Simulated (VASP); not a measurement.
# Ca2FeO3 (I4/mmm) in VASP: relaxation of cell and atoms with PBE

Aim: the relaxation of cell and atoms of Ca2FeO3 with PBE.

All numbers are computed with VASP 6.6.1; they aren't measurements. Logs are shortened: lines on timing, memory, paths and dates and some standing lists are left out, and cuts for length are marked.

## 1. Starting point

The structure is tetragonal, space group I4/mmm (No. 139). The conventional cell has a = 3.320 Å, b = 3.320 Å, c = 14.200 Å, α = 90.00°, β = 90.00°, γ = 90.00°. Around Ca (site symmetry 4mm) lie 6 O at 2.34 to 2.48 Å. Fe (site symmetry 4/mmm) is surrounded by 6 O at 2.27 to 2.35 Å. Around O (site symmetry 4mm) lie 1 Fe at 2.27 Å and 5 Ca at 2.35 to 2.48 Å. Around O (site symmetry 4/mmm) lie 2 Ca at 2.34 Å and 4 Fe at 2.35 Å.

The cell was built by a generator and needn't be a form met in nature.

## 2. Relaxation of cell and atoms, PBE, collinear spin, ferromagnetic start

INCAR

```
PREC     = Normal         # precision mode
ENCUT    = 520            # plane-wave cutoff, eV
EDIFF    = 1E-4           # SCF threshold, eV
ISMEAR   = 0              # smearing method
SIGMA    = 0.15           # smearing width, eV
LREAL    = False          # projectors in reciprocal space
LASPH    = True           # aspherical terms in the spheres
NELM     = 60             # most SCF steps
ALGO     = Fast           # electronic algorithm
ISIF     = 3              # what is computed and relaxed
LWAVE    = False          # write WAVECAR
LCHARG   = False          # write CHGCAR
ISPIN    = 2              # spin polarisation
MAGMOM   = 0 0 3 0 0 0    # initial moments
LORBIT   = 11             # projections on sites
LMAXMIX  = 4              # l up to which the mixer works
GGA      = PE             # functional
IBRION   = 2              # ionic algorithm
NSW      = 24             # ionic steps
EDIFFG   = -0.08          # ionic threshold
KPAR     = 2
```

KPOINTS

```
Automatic mesh
0
Gamma
  6 6 6
```

POSCAR

```
Ca2FeO3
1.0
   -1.6600000000      1.6600000000      7.1000000000
    1.6600000000     -1.6600000000      7.1000000000
    1.6600000000      1.6600000000     -7.1000000000
Ca Fe O
2 1 3
Direct
    0.3350000000      0.3350000000      0.0000000000
    0.6650000000      0.6650000000      0.0000000000
    0.0000000000      0.0000000000      0.0000000000
    0.1600000000      0.1600000000      0.0000000000
    0.8400000000      0.8400000000      0.0000000000
    0.5000000000      0.5000000000      0.0000000000
```

Potentials or basis: VASP PAW PBE potentials, release 64 (Ca_sv, Fe, O).

Run with:

```sh
cat potpaw_PBE.64/Ca_sv/POTCAR potpaw_PBE.64/Fe/POTCAR potpaw_PBE.64/O/POTCAR > POTCAR
mpirun -np 2 vasp_std > vasp.out
```

OUTCAR:

```text
PREC = Normal
   ENCUT = 520
   EDIFF = 1E-4
   ISMEAR = 0
   LREAL = False
   LASPH = True
   NELM = 60
   ISIF = 3
   ISPIN = 2
   LORBIT = 11
   GGA = PE
   IBRION = 2
   NSW = 24
   EDIFFG = -0.08

 ion  position               nearest neighbor table
   1  0.335  0.335  0.000-   6 2.34   5 2.35   5 2.35   5 2.35   5 2.35   4 2.49
   2  0.665  0.665  0.000-   6 2.34   4 2.35   4 2.35   4 2.35   4 2.35   5 2.49
   3  0.000  0.000  0.000-   4 2.27   5 2.27   6 2.35   6 2.35   6 2.35   6 2.35
   4  0.160  0.160  0.000-   3 2.27   2 2.35   2 2.35   2 2.35   2 2.35   1 2.49
   5  0.840  0.840  0.000-   3 2.27   1 2.35   1 2.35   1 2.35   1 2.35   2 2.49
   6  0.500  0.500  0.000-   1 2.34   2 2.34   3 2.35   3 2.35   3 2.35   3 2.35

  LATTYP: Found a body centered tetragonal cell.
 ALAT       =     3.3200000000
 C/A-ratio  =     4.2771084337

  Lattice vectors:

 A1 = (  -1.6600000000,   1.6600000000,   7.1000000000)
 A2 = (   1.6600000000,  -1.6600000000,   7.1000000000)
 A3 = (   1.6600000000,   1.6600000000,  -7.1000000000)

Analysis of symmetry for initial positions (statically):
=====================================================================
 Subroutine PRICEL returns:
 Original cell was already a primitive cell.

 Routine SETGRP: Setting up the symmetry group for a
 body centered tetragonal supercell.

 Subroutine GETGRP returns: Found 16 space group operations
 (whereof 16 operations were pure point group operations)
 out of a pool of 16 trial point group operations.

The static configuration has the point symmetry D_4h.

Analysis of symmetry for dynamics (positions and initial velocities):
=====================================================================
 Subroutine PRICEL returns:
 Original cell was already a primitive cell.

 Routine SETGRP: Setting up the symmetry group for a
 body centered tetragonal supercell.

 Subroutine GETGRP returns: Found 16 space group operations
 (whereof 16 operations were pure point group operations)
 out of a pool of 16 trial point group operations.

The dynamic configuration has the point symmetry D_4h.

Analysis of structural, dynamic, and magnetic symmetry:
=====================================================================
 Subroutine PRICEL returns:
 Original cell was already a primitive cell.

 Routine SETGRP: Setting up the symmetry group for a
 body centered tetragonal supercell.

 Subroutine GETGRP returns: Found 16 space group operations
 (whereof 16 operations were pure point group operations)
 out of a pool of 16 trial point group operations.

The overall configuration has the point symmetry D_4h.

 Subroutine INISYM returns: Found 16 space group operations
[... 130 lines left out ...]
   GGA     = PE    functional components
   LHFCALC =     F    Hartree Fock is set to
   AEXX    =    0.0000 exact exchange contribution
   IVDW    =     0    specifies the selected vdW correction
   LEPSILON=     F    determine dielectric tensor
   LRPA    =     F    only Hartree local field effects (RPA)
 conjugate gradient relaxation of ions
 spin polarized calculation
 RMM-DIIS sequential band-by-band and
 Gauss-broadening in eV      SIGMA  =   0.15
  energy-cutoff  :      520.00
  volume of cell :       78.26
 maximum number of plane-waves:      2127
   NGX = 27   NGY = 27   NGZ = 27

--------------------------------------- Ionic step        1  -------------------------------------------

 number of electron      45.9999991 magnetization       3.9974193

 Free energy of the ion-electron system (eV)
  ---------------------------------------------------
  ext. energy  EPLUGINS =         0.00000000
  ---------------------------------------------------
  free energy    TOTEN  =       -39.98615475 eV

  energy without entropy =      -39.94625029  energy(sigma->0) =      -39.96620252

------------------------ aborting loop because EDIFF is reached ----------------------------------------

  FORCE on cell =-STRESS in cart. coord.  units (eV):
  Direction    XX          YY          ZZ          XY          YZ          ZX
  --------------------------------------------------------------------------------------
  -------------------------------------------------------------------------------------
  Total       -0.7684437     -0.7684437     -2.8355177      0.0000000     -0.0000000      0.0000000
  in kB      -15.7321508    -15.7321508    -58.0508301      0.0000000     -0.0000000      0.0000000
  external PRESSURE =     -29.8383772 kB  Pullay stress =       0.0000000 kB
[... 307 lines left out ...]
--------------------------------------- Ionic step        9  -------------------------------------------

 number of electron      46.0000013 magnetization       4.0000010

 Free energy of the ion-electron system (eV)
  ---------------------------------------------------
  ext. energy  EPLUGINS =         0.00000000
  ---------------------------------------------------
  free energy    TOTEN  =       -40.07609994 eV

  energy without entropy =      -40.03644701  energy(sigma->0) =      -40.05627348

 E-fermi :   4.8033     XC(G=0): -10.8655

 val. band max:        4.7823164969   @ k =  -0.3333   0.5000   0.1667
 cond. band min:       4.8139933847   @ k =  -0.1667   0.1667   0.0000
 fundamental gap:      0.0316768878
 Fermi energy:         4.8032805987

 spin component 1

 k-point     1 :       0.0000    0.0000    0.0000
  band No.  band energies     occupation
      1     -34.8938      1.00000
      2     -34.8268      1.00000
      3     -16.5769      1.00000
      4     -15.9581      1.00000
      5     -15.8501      1.00000
      6     -15.8501      1.00000
[... 757 lines left out ...]
     28       8.5020      0.00000
     29       9.4618      0.00000

 [... further k-points ...]

 spin component 2

 k-point     1 :       0.0000    0.0000    0.0000
  band No.  band energies     occupation
      1     -34.8991      1.00000
      2     -34.8324      1.00000
      3     -16.5422      1.00000
      4     -15.9620      1.00000
      5     -15.8554      1.00000
      6     -15.8554      1.00000
[... 792 lines left out ...]
  FREE ENERGIE OF THE ION-ELECTRON SYSTEM (eV)
  ---------------------------------------------------
  free  energy   TOTEN  =       -40.0760999431 eV

  energy  without entropy=      -40.0364470130  energy(sigma->0) =      -40.05627348

 reached required accuracy - stopping structural energy minimisation

 total charge

# of ion       s       p       d       tot
------------------------------------------
    1        2.044   5.888   0.334   8.266
    2        2.044   5.888   0.334   8.266
    3        0.263   0.283   6.011   6.557
    4        1.551   3.451   0.000   5.002
    5        1.551   3.451   0.000   5.002
    6        1.560   3.402   0.000   4.961
--------------------------------------------------
tot          9.014  22.362   6.678  38.055

 magnetization (x)

# of ion       s       p       d       tot
------------------------------------------
    1        0.001   0.000  -0.007  -0.007
    2        0.001   0.000  -0.007  -0.007
    3        0.027   0.018   3.531   3.577
    4        0.004   0.061   0.000   0.065
    5        0.004   0.061   0.000   0.065
    6        0.015   0.179   0.000   0.194
--------------------------------------------------
tot          0.051   0.320   3.516   3.887
```

Run time: 5.2 min. Hardware: 2 MPI ranks of Intel Xeon 6975P-C (Granite Rapids), shared host; peak memory 0.4 GiB.

What came out:

- Free energy: -40.0761 eV
- Relaxed volume: 12.79 Å³/atom
- Relaxed cell: a = 7.283 Å, b = 7.283 Å, c = 7.283 Å, α = 153.51°, β = 153.51°, γ = 37.81°
- Space group after relaxing (to 0.05 Å): I4/mmm (No. 139)
- Energy gained by relaxing: 15.0 meV/atom
- Ionic steps: 9
- Pressure after relaxing: 0.2 GPa
- Largest force after relaxing: 0.025 eV/Å
- Band gap on the k mesh: none (metal or under the smearing width)
- Net moment: 4.00 μB per cell
- Site moments: Ca -0.01; Fe +3.58; O +0.07, +0.19 μB
- Valence electrons inside the program's atomic spheres: Ca 8.27; Fe 6.56; O 5.00, 4.96

Forces on the atoms (eV/Å):
```
Ca   0.000  0.000 -0.023
Ca   0.000  0.000  0.023
Fe   0.000  0.000  0.000
O    0.000  0.000 -0.025
O    0.000  0.000  0.025
O    0.000  0.000  0.000
```

The path:
```tsv
step	energy change (eV)	largest force (eV/Å)	pressure (GPa)	volume (Å³)
1	0.0000	0.8561	-2.98	78.26
2	-0.0720	0.1671	1.46	75.53
3	-0.0724	0.1843	1.56	75.59
4	-0.0724	0.2191	1.39	75.68
5	-0.0839	0.2005	-0.28	76.53
6	-0.0844	0.1991	0.10	76.63
7	-0.0847	0.2214	-0.40	76.82
8	-0.0888	0.1376	-0.02	76.79
9	-0.0899	0.0252	0.23	76.74
```

Final structure:
```cif
data_structure
_symmetry_space_group_name_H-M 'P 1'
_symmetry_Int_Tables_number 1
_cell_length_a 7.2830
_cell_length_b 7.2830
_cell_length_c 7.2830
_cell_angle_alpha 153.509
_cell_angle_beta 153.509
_cell_angle_gamma 37.814
_cell_volume 76.74
loop_
_atom_site_label
_atom_site_type_symbol
_atom_site_fract_x
_atom_site_fract_y
_atom_site_fract_z
_atom_site_occupancy
Ca1 Ca 0.33964 0.33964 0.00000 1
Ca2 Ca 0.66036 0.66036 0.00000 1
Fe1 Fe 0.00000 0.00000 0.00000 1
O1 O 0.15763 0.15763 0.00000 1
O2 O 0.84237 0.84237 0.00000 1
O3 O 0.50000 0.50000 0.00000 1
```

Levels at points of the mesh, in eV from the Fermi level:
Spin up:
```tsv
k point	band 22	band 23	band 24	band 25	band 26	band 27	band 28	band 29
(0.00, 0.00, 0.00)	-2.59	-2.59	-2.37	-2.37	1.08	1.93	3.12	4.89
(0.50, 0.00, 0.00)	-2.78	-2.46	-1.06	-1.02	4.20	4.53	4.63	5.45
(0.50, 0.50, 0.00)	-2.88	-2.79	-2.50	-2.08	2.53	2.78	4.52	5.27
(0.50, 0.50, 0.50)	-2.77	-2.55	-2.22	-2.22	1.96	2.19	3.10	3.55
```
Spin down:
| k point | band 17 | band 18 | band 19 | band 20 | band 21 | band 22 | band 23 | band 24 | band 25 | band 26 |
| --- | --- | --- | --- | --- | --- | --- | --- | --- | --- | --- |
| (0.00, 0.00, 0.00) | -2.90 | -2.52 | -2.45 | -2.45 | -1.15 | 0.17 | 0.17 | 0.33 | 0.51 | 1.80 |
| (0.50, 0.00, 0.00) | -3.85 | -3.78 | -3.70 | -3.39 | 0.14 | 0.28 | 0.32 | 1.71 | 2.00 | 4.34 |
| (0.50, 0.50, 0.00) | -3.45 | -3.32 | -3.00 | -2.85 | -0.52 | -0.12 | 0.32 | 0.74 | 1.19 | 2.82 |
| (0.50, 0.50, 0.50) | -2.81 | -2.81 | -2.63 | -2.63 | -1.16 | 0.26 | 0.26 | 0.33 | 0.51 | 2.05 |

Caveat: the k mesh is coarse (spacing up to 0.45 Å⁻¹), so the values aren't converged; a cell with one magnetic atom can't hold antiferromagnetic order, which such compounds often take; semilocal functionals often make such compounds metallic where correlation or magnetic order opens a gap, which also shifts bond lengths; the relaxation stopped at a loose force limit of 0.08 eV/Å, so its end isn't a converged minimum. With open d or f shells a metallic result of PBE can be an artefact of self-interaction; +U or a hybrid may open a gap.
